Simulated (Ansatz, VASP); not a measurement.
**Two plane-wave programs on MgCd3Se4**

```xyz
8
Lattice="4.3956 0.0000 0.0000 0.0000 4.3956 0.0000 0.0000 0.0000 12.3673" Properties=species:S:1:pos:R:3 pbc="T T T"
Mg    2.1978    2.1978    6.1836
Cd    0.0000    0.0000    9.2169
Cd    2.1978    2.1978    0.0000
Cd    0.0000    0.0000    3.1504
Se    2.1978    0.0000    1.5751
Se    0.0000    2.1978    4.7321
Se    2.1978    0.0000    7.6352
Se    0.0000    2.1978   10.7922
```

Alike in both runs: functional PBE; k mesh 6 × 6 × 4; occupations gaussian, width 0.02 eV; no spin polarisation.

Ansatz relaxed the structure, and its values are those at the end. VASP's run is a single point on that final structure, the one shown.

|  | VASP | Ansatz |
| --- | --- | --- |
| version | VASP 6.6.1 | Ansatz 0.2.0 |
| potentials or method | VASP PAW PBE potentials, release 64 (Mg, Cd, Se) | scalar-relativistic, plane waves, PAW |
| plane-wave cutoff (eV) | 520 | 420 |
| valence electrons in the cell | 62 | 134 |

Ansatz gave:

```
gap on the k mesh at the Fermi level (eV) : 0.85
least direct gap on the mesh (eV)         : 0.85
pressure (GPa)                            : -1.2
rms of the force components (eV/Å)        : 0.003
```

Q: Estimate VASP's values.

A: gap on the k mesh at the Fermi level (eV): 0.84; least direct gap on the mesh (eV): 0.84; pressure (GPa): -1.1; rms of the force components (eV/Å): 0.012.

The two sets of potentials don't hold the same shells in valence.

A k mesh can miss the band edges. A hybrid or GW would open this gap; PBE tends to underestimate it.
